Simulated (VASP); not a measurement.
Given:

```xyz
2
Lattice="0.0000 2.4807 2.4807 2.4807 0.0000 2.4807 2.4807 2.4807 0.0000" Properties=species:S:1:pos:R:3 pbc="T T T"
Li     0.0000     0.0000     0.0000
Cl     2.4807     2.4807     2.4807
```

These are LDA (Ceperley-Alder, Perdew-Zunger), VASP's LDA PAW potentials (set 64) (plane waves; VASP 6.6.1) values and carry that method's errors. Run with 520 eV cut-off, Gaussian smearing of 0.050 eV, potentials Li_sv Cl.

Give the energies of bands 3 to 8 at the high-symmetry points, in eV from the valence-band maximum.

| band | Γ | X | U | L | W |
|---|---|---|---|---|---|
| 3 | -0.01 | -3.50 | -3.02 | -3.33 | -2.59 |
| 4 | -0.01 | -1.35 | -2.15 | -0.31 | -2.59 |
| 5 | -0.01 | -1.35 | -1.02 | -0.31 | -1.27 |
| 6 | 6.62 | 7.83 | 7.88 | 6.51 | 9.73 |
| 7 | 11.81 | 7.86 | 10.01 | 9.23 | 10.06 |
| 8 | 11.81 | 12.97 | 11.76 | 9.23 | 10.49 |

The gap is indirect, 6.51 eV, from the valence maximum at K-Γ at 0.79 to the conduction minimum at L.

Measured: gap 9.40 eV (computed value off by -2.89 eV), as given by Wei Chen et al., Physical Review Materials (2018), doi:10.1103/physrevmaterials.2.073803.

The compound is LiCl in the rock salt structure. It was relaxed first, which changed the volume by -10 %.
